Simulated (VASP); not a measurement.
Data:

```
CsCl
1.0
    4.15230     0.00000     0.00000
    0.00000     4.15230     0.00000
    0.00000     0.00000     4.15230
Cs Cl
1 1
Direct
  0.00000   0.00000   0.00000
  0.50000   0.50000   0.50000
```

Level of theory: PBE GGA with D4 dispersion, VASP's PBE PAW potentials (set 64) (plane waves; VASP). Numerical set-up: 520 eV cut-off, Gaussian smearing of 0.050 eV, potentials Cs_sv Cl.

Unless said otherwise, spin-orbit coupling is left out, though it shifts the bands of the heavy elements here.

Question: Give the energies of bands 3 to 11 at the high-symmetry points, in eV from the valence-band maximum.

Answer: 
| band | Γ | X | M | R |
|---|---|---|---|---|
| 3 | -5.91 | -6.42 | -6.64 | -6.42 |
| 4 | -5.91 | -5.78 | -6.64 | -6.42 |
| 5 | -5.91 | -5.78 | -5.70 | -6.42 |
| 6 | 0.00 | -1.12 | -0.42 | -1.04 |
| 7 | 0.00 | -0.22 | -0.42 | -1.04 |
| 8 | 0.00 | -0.22 | -0.04 | -1.04 |
| 9 | 5.17 | 6.40 | 5.93 | 8.40 |
| 10 | 5.41 | 7.51 | 6.01 | 8.40 |
| 11 | 5.41 | 8.75 | 7.96 | 8.40 |

The gap is direct, 5.17 eV, from the valence maximum at Γ to the conduction minimum at Γ.

Measured: gap 8.35 eV at 80 K (computed value off by -3.18 eV), as given by Wikipedia, Caesium chloride.

The compound is CsCl in the CsCl type structure. It was relaxed first.
